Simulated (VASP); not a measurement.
Here is the system:

```
ZnSe
1.0
    0.00000     2.82865     2.82865
    2.82865     0.00000     2.82865
    2.82865     2.82865     0.00000
Zn Se
1 1
Cartesian
  0.00000   0.00000   0.00000
  1.21433   1.41433   1.41433
```

Method: r2SCAN meta-GGA, VASP's PBE PAW potentials (set 64) (plane waves; VASP). Run with 480 eV cut-off, 8×8×8 Γ-centred mesh, Gaussian smearing of 0.050 eV, potentials Zn Se.

### Question
Which forces act on the atoms, in eV/Å?

### Answer

```tsv
atom	Fx	Fy	Fz
Zn1	-1.097	0.000	0.000
Se2	1.097	0.000	0.000
```

### Question
Give the stress tensor in GPa (positive for a compressed cell).

### Answer

```
0.74  0.00  0.00
0.00  1.82  3.99
0.00  3.99  1.82
```
The pressure is its mean diagonal, 1.46 GPa.

The compound is ZnSe in the zinc blende structure. This cell was strained or had an atom moved on purpose.
